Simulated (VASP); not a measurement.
VASP input:

File KPOINTS:
```
Automatic mesh
0
Gamma
6 6 6
0 0 0
```

### INCAR
```
SYSTEM = GaAs
PREC = Accurate
ENCUT = 400
EDIFF = 1E-6
NELM = 100
ALGO = Normal
LREAL = .FALSE.
LASPH = .TRUE.
ISMEAR = 0
SIGMA = 0.05
GGA = PE
LMAXMIX = 4
LWAVE = .FALSE.
LCHARG = .FALSE.
ISIF = 2
```

### POSCAR
```
GaAs
1
    2.8250000000     0.0000000000     2.8250000000
    0.0000000000     2.8250000000     2.8250000000
    2.8250000000     2.8250000000     0.0000000000
Ga As
1 1
Direct
  0.0000000000   0.0000000000   0.0000000000
  0.2500000000   0.2500000000   0.2500000000
```

POTCAR, in this order: Ga_d As (PBE.64 set). Program: vasp_std.

Output

standard output:
```
 -----------------------------------------------------------------------------
|                                                                             |
|     EEEEEEE  RRRRRR   RRRRRR   OOOOOOO  RRRRRR      ###     ###     ###     |
|     E        R     R  R     R  O     O  R     R     ###     ###     ###     |
|     E        R     R  R     R  O     O  R     R     ###     ###     ###     |
|     EEEEE    RRRRRR   RRRRRR   O     O  RRRRRR       #       #       #      |
|     E        R   R    R   R    O     O  R   R                               |
|     E        R    R   R    R   O     O  R    R      ###     ###     ###     |
|     EEEEEEE  R     R  R     R  OOOOOOO  R     R     ###     ###     ###     |
|                                                                             |
|     ERROR: the triple product of the basis vectors is negative exchange     |
|     two basis vectors                                                       |
|                                                                             |
|       ---->  I REFUSE TO CONTINUE WITH THIS SICK JOB ... BYE!!! <----       |
|                                                                             |
 -----------------------------------------------------------------------------
```

**Question.** From input and log, find the fault in this run and mend it.

**Answer.** The cause: the lattice vectors form a left-handed set. VASP stops with an error: ERROR: the triple product of the basis vectors is negative exchange two basis vectors ----> I REFUSE TO CONTINUE WITH THIS SICK JOB ... BYE!!! <---- To mend it, correct POSCAR.
File POSCAR:
```
GaAs
1
    0.0000000000     2.8250000000     2.8250000000
    2.8250000000     0.0000000000     2.8250000000
    2.8250000000     2.8250000000     0.0000000000
Ga As
1 1
Direct
  0.0000000000   0.0000000000   0.0000000000
  0.2500000000   0.2500000000   0.2500000000
```
The mended run (PBE GGA, plane waves, VASP's PBE PAW potentials (set 64)) converges, and its OSZICAR ends with
```
   1 F= -.82238594E+01 E0= -.82238594E+01  d E =-.140983E-10
```

The compound is GaAs in the zinc blende structure. The cell was not relaxed at this level.
